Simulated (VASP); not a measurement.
Output of a VASP run:

OUTCAR:
```
 ion  position               nearest neighbor table
   1  0.000  0.000  0.000-   3 2.09   6 2.09   5 2.14   4 2.14   4 2.14   5 2.14   2 3.79   2 3.79
                             2 3.79   2 3.79   2 3.79   2 3.79   2 3.79   2 3.79
   2  0.500  0.500  0.500-   4 2.09   5 2.09   3 2.14   6 2.14   3 2.14   6 2.14   1 3.79   1 3.79
                             1 3.79   1 3.79   1 3.79   1 3.79   1 3.79   1 3.79
   3  0.307  0.307  0.000-   1 2.09   2 2.14   2 2.14
   4  0.807  0.193  0.500-   2 2.09   1 2.14   1 2.14
   5  0.193  0.807  0.500-   2 2.09   1 2.14   1 2.14
   6  0.693  0.693  0.000-   1 2.09   2 2.14   2 2.14
  LATTYP: Found a simple tetragonal cell.
 ALAT       =     4.8042106373
 C/A-ratio  =     0.7036709431
 Subroutine PRICEL returns:
 Original cell was already a primitive cell.
 Subroutine GETGRP returns: Found 16 space group operations
The static configuration has the point symmetry D_2h.
 The point group associated with its full space group is D_4h.
The dynamic configuration has the point symmetry D_2h.
 Subroutine INISYM returns: Found 16 space group operations
 Subroutine IBZKPT returns following result:
 Found     24 irreducible k-points:

 Following reciprocal coordinates:
            Coordinates               Weight
  0.000000  0.000000  0.000000      1.000000
  0.200000  0.000000  0.000000      4.000000
  0.400000  0.000000  0.000000      4.000000
  0.200000  0.200000  0.000000      4.000000
  0.400000  0.200000  0.000000      8.000000
  0.400000  0.400000  0.000000      4.000000
  0.000000  0.000000  0.142857      2.000000
  0.200000  0.000000  0.142857      8.000000
  0.400000  0.000000  0.142857      8.000000
  0.200000  0.200000  0.142857      8.000000
  0.400000  0.200000  0.142857     16.000000
  0.400000  0.400000  0.142857      8.000000
  0.000000  0.000000  0.285714      2.000000
  0.200000  0.000000  0.285714      8.000000
  0.400000  0.000000  0.285714      8.000000
  0.200000  0.200000  0.285714      8.000000
  0.400000  0.200000  0.285714     16.000000
  0.400000  0.400000  0.285714      8.000000
  0.000000  0.000000  0.428571      2.000000
  0.200000  0.000000  0.428571      8.000000
  0.400000  0.000000  0.428571      8.000000
  0.200000  0.200000  0.428571      8.000000
  0.400000  0.200000  0.428571     16.000000
  0.400000  0.400000  0.428571      8.000000
   k-points           NKPTS =     24   k-points in BZ     NKDIM =     24   number of bands    NBANDS=     31
   number of dos      NEDOS =    301   number of ions     NIONS =      6
   total plane-waves  NPLWV =  44800
   dimension x,y,z NGX =    40 NGY =   40 NGZ =   28
   dimension x,y,z NGXF=    80 NGYF=   80 NGZF=   56
   ions per type =               2   4
   PREC   = accura    normal or accurate (medium, high low for compatibility)
   ISTART =      0    job   : 0-new  1-cont  2-samecut
   ICHARG =      2    charge: 1-file 2-atom 10-const
   ISPIN  =      1    spin polarized calculation?
   LNONCOLLINEAR =      F non collinear calculations
   LSORBIT =      F    spin-orbit coupling
   INIWAV =      1    electr: 0-lowe 1-rand  2-diag
   ENCUT  =  620.0 eV  45.57 Ry    6.75 a.u.   9.75  9.75  6.86*2*pi/ulx,y,z
   NELM   =    100;   NELMIN=  2; NELMDL= -5     # of ELM steps
   EDIFF  = 0.1E-05   stopping-criterion for ELM
   LREAL  =      F    real-space projection
   NLSPLINE    = F    spline interpolate recip. space projectors
   LMAXMIX     =    4 max onsite mixed and CHGCAR
   VOSKOWN=      0    Vosko Wilk Nusair interpolation
   EDIFFG = -.2E-01   stopping-criterion for IOM
   NSW    =     40    number of steps for IOM
   NBLOCK =      1;   KBLOCK =     40    inner block; outer block
   IBRION =      2    ionic relax: 0-MD 1-quasi-New 2-CG
   NFREE  =      1    steps in history (QN), initial steepest desc. (CG)
   ISIF   =      3    stress and relaxation
   ISYM   =      2    0-nonsym 1-usesym 2-fastsym
   TEIN   =    0.0    initial temperature
   TEBEG  =    0.0;   TEEND  =   0.0 temperature during run
   SMASS  =  -3.00    Nose mass-parameter (am)
   PSTRESS=  200.0 pullay stress
   NELECT =      52.0000    total number of electrons
...
```

OSZICAR:
```
...
       N       E                     dE             d eps       ncg     rms          rms(c)
DAV:   1    -0.361862711106E+02    0.39375E-02   -0.28142E-01  1607   0.425E+00    0.329E-01
DAV:   2    -0.361843598573E+02    0.19113E-02   -0.12351E-02  1881   0.115E+00    0.186E-01
DAV:   3    -0.361831089462E+02    0.12509E-02   -0.23044E-03  2332   0.675E-01    0.347E-02
DAV:   4    -0.361831224512E+02   -0.13505E-04   -0.41949E-04  1716   0.162E-01    0.139E-02
DAV:   5    -0.361831190298E+02    0.34214E-05   -0.16503E-05  2264   0.589E-02    0.318E-03
DAV:   6    -0.361831190814E+02   -0.51586E-07   -0.18527E-06  1056   0.110E-02
   7 F= -.26897976E+02 E0= -.26897634E+02  d E =-.553256E-02
       N       E                     dE             d eps       ncg     rms          rms(c)
DAV:   1    -0.362119240056E+02   -0.28805E-01   -0.67016E-01  1791   0.759E+00    0.469E-01
DAV:   2    -0.362084103811E+02    0.35136E-02   -0.16907E-02  2288   0.150E+00    0.243E-01
DAV:   3    -0.362068558361E+02    0.15545E-02   -0.27825E-03  2196   0.847E-01    0.508E-02
DAV:   4    -0.362068315120E+02    0.24324E-04   -0.49218E-04  2262   0.186E-01    0.156E-02
DAV:   5    -0.362068286360E+02    0.28761E-05   -0.13020E-05  2143   0.520E-02    0.777E-03
DAV:   6    -0.362068283080E+02    0.32793E-06   -0.30172E-06  1460   0.326E-02
   8 F= -.26899705E+02 E0= -.26899365E+02  d E =-.172926E-02
       N       E                     dE             d eps       ncg     rms          rms(c)
DAV:   1    -0.362108086443E+02   -0.39800E-02   -0.20043E-02  1755   0.130E+00    0.807E-02
DAV:   2    -0.362107058357E+02    0.10281E-03   -0.52019E-04  2297   0.262E-01    0.418E-02
DAV:   3    -0.362106598808E+02    0.45955E-04   -0.81582E-05  2235   0.144E-01    0.878E-03
DAV:   4    -0.362106591329E+02    0.74787E-06   -0.14321E-05  2205   0.316E-02    0.264E-03
DAV:   5    -0.362106590419E+02    0.91014E-07   -0.24203E-07   842   0.886E-03
   9 F= -.26899732E+02 E0= -.26899393E+02  d E =-.175643E-02
       N       E                     dE             d eps       ncg     rms          rms(c)
DAV:   1    -0.361755172171E+02    0.35142E-01   -0.84679E-01  1856   0.112E+01    0.675E-01
DAV:   2    -0.361666816396E+02    0.88356E-02   -0.35788E-02  2264   0.231E+00    0.249E-01
DAV:   3    -0.361648665242E+02    0.18151E-02   -0.43781E-03  2074   0.147E+00    0.684E-02
DAV:   4    -0.361647681846E+02    0.98340E-04   -0.74589E-04  2351   0.437E-01    0.210E-02
DAV:   5    -0.361647700629E+02   -0.18783E-05   -0.11259E-04  2323   0.138E-01    0.860E-03
DAV:   6    -0.361647683324E+02    0.17305E-05   -0.65758E-06  1691   0.473E-02    0.290E-03
DAV:   7    -0.361647682428E+02    0.89603E-07   -0.12311E-06   853   0.269E-02
  10 F= -.26899621E+02 E0= -.26899286E+02  d E =0.111622E-03
       N       E                     dE             d eps       ncg     rms          rms(c)
DAV:   1    -0.361921949530E+02   -0.27427E-01   -0.23187E-01  1856   0.590E+00    0.351E-01
DAV:   2    -0.361897967970E+02    0.23982E-02   -0.96198E-03  2256   0.121E+00    0.130E-01
DAV:   3    -0.361892961710E+02    0.50063E-03   -0.12273E-03  2089   0.774E-01    0.350E-02
DAV:   4    -0.361892707504E+02    0.25421E-04   -0.20541E-04  2344   0.226E-01    0.110E-02
DAV:   5    -0.361892711508E+02   -0.40042E-06   -0.30314E-05  2330   0.697E-02    0.473E-03
DAV:   6    -0.361892706254E+02    0.52542E-06   -0.97624E-07   836   0.223E-02
  11 F= -.26900206E+02 E0= -.26899869E+02  d E =-.473445E-03
```

### OUTCAR
```
------------------------ aborting loop because EDIFF is reached ----------------------------------------
  FORCE on cell =-STRESS in cart. coord.  units (eV):
  Direction    XX          YY          ZZ          XY          YZ          ZX
  --------------------------------------------------------------------------------------
  Total        9.2686779      9.2686779      9.2913905      0.0000000      0.0000000      0.0000000
  in kB      199.5610575    199.5610575    200.0500764      0.0000000      0.0000000      0.0000000
  external PRESSURE =      -0.2759362 kB  Pullay stress =     200.0000000 kB
  volume of cell :       74.41
      direct lattice vectors                 reciprocal lattice vectors
     4.697556751  0.000000000  0.000000000     0.212876619 -0.000000000  0.000000000
     0.000000000  4.697556751  0.000000000    -0.000000000  0.212876619  0.000000000
     0.000000000  0.000000000  3.372162581     0.000000000  0.000000000  0.296545607
 POSITION                                       TOTAL-FORCE (eV/Angst)
 -----------------------------------------------------------------------------------
      0.00000      0.00000      0.00000         0.000000      0.000000      0.000000
      2.34878      2.34878      1.68608         0.000000      0.000000      0.000000
      1.44454      1.44454      0.00000        -0.004856     -0.004856      0.000000
      3.79332      0.90424      1.68608        -0.004856      0.004856     -0.000000
      0.90424      3.79332      1.68608         0.004856     -0.004856      0.000000
      3.25302      3.25302      0.00000         0.004856      0.004856     -0.000000
 -----------------------------------------------------------------------------------
    total drift:                                0.000000     -0.000000     -0.000000
  FREE ENERGIE OF THE ION-ELECTRON SYSTEM (eV)
  ---------------------------------------------------
  free  energy   TOTEN  =       -36.1892706254 eV

  energy  without entropy=      -36.1885966611  energy(sigma->0) =      -36.18893364
  enthalpy is  TOTEN    =       -26.9002058974 eV   P V=        9.2890647280

 reached required accuracy - stopping structural energy minimisation
```
(Selected blocks of OUTCAR.)

**POSCAR**
```
PbO2
1
    4.8042106373     0.0000000000     0.0000000000
    0.0000000000     4.8042106373     0.0000000000
    0.0000000000     0.0000000000     3.3805834299
Pb O
2 4
Direct
  0.0000000000   0.0000000000   0.0000000000
  0.5000000000   0.5000000000   0.5000000000
  0.3069736273   0.3069736273   0.0000000000
  0.8069736273   0.1930263727   0.5000000000
  0.1930263727   0.8069736273   0.5000000000
  0.6930263727   0.6930263727   0.0000000000
```

Reconstruct the remaining input files.

One answer among several that fit: the input of the run itself, LDA (Ceperley-Alder, Perdew-Zunger), plane waves, VASP's LDA PAW potentials (set 64).

**INCAR**
```
SYSTEM = PbO2
PREC = Accurate
ENCUT = 620
EDIFF = 1E-6
NELM = 100
ALGO = Normal
LREAL = .FALSE.
LASPH = .TRUE.
ISMEAR = 0
SIGMA = 0.05
LMAXMIX = 4
LWAVE = .FALSE.
LCHARG = .FALSE.
IBRION = 2
ISIF = 3
NSW = 40
EDIFFG = -0.02
PSTRESS = 200
```

**KPOINTS**
```
Automatic mesh
0
gamma
 5 5 7
```

POTCAR, in this order: Pb_d O (LDA.64 set). Program: vasp_std.

Energy and stress use the plane-wave basis of the starting cell.

The compound is PbO2 in the rutile structure. This run relaxes it under an external pressure of 20 GPa. Symmetry was kept, so distortions that lower it aren't found.
